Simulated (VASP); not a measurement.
```
BN
1.0
    1.25105    -2.16688     0.00000
    1.25105     2.16688     0.00000
    0.00000     0.00000     6.71680
B N
2 2
Direct
  0.33333   0.66667   0.25000
  0.66667   0.33333   0.75000
  0.66667   0.33333   0.25000
  0.33333   0.66667   0.75000
```

Calculation: r2SCAN meta-GGA, VASP's PBE PAW potentials (set 64) (plane waves; VASP). Settings: 520 eV cut-off, 11×11×4 Γ-centred mesh, tetrahedra with Blöchl corrections, potentials B N.

Task: The job: BN (hex), 4 atoms, r2SCAN, static run, 520 eV, 11×11×4 Γ-centred mesh. Roughly how much core time does it take on a busy server core?

Result: About 80 core-seconds (one run on a shared machine, a rough figure). It had 48 irreducible k-points, 12 bands, up to 997 plane waves and 23 electronic steps.

The compound is BN in the hex structure. It was relaxed first.
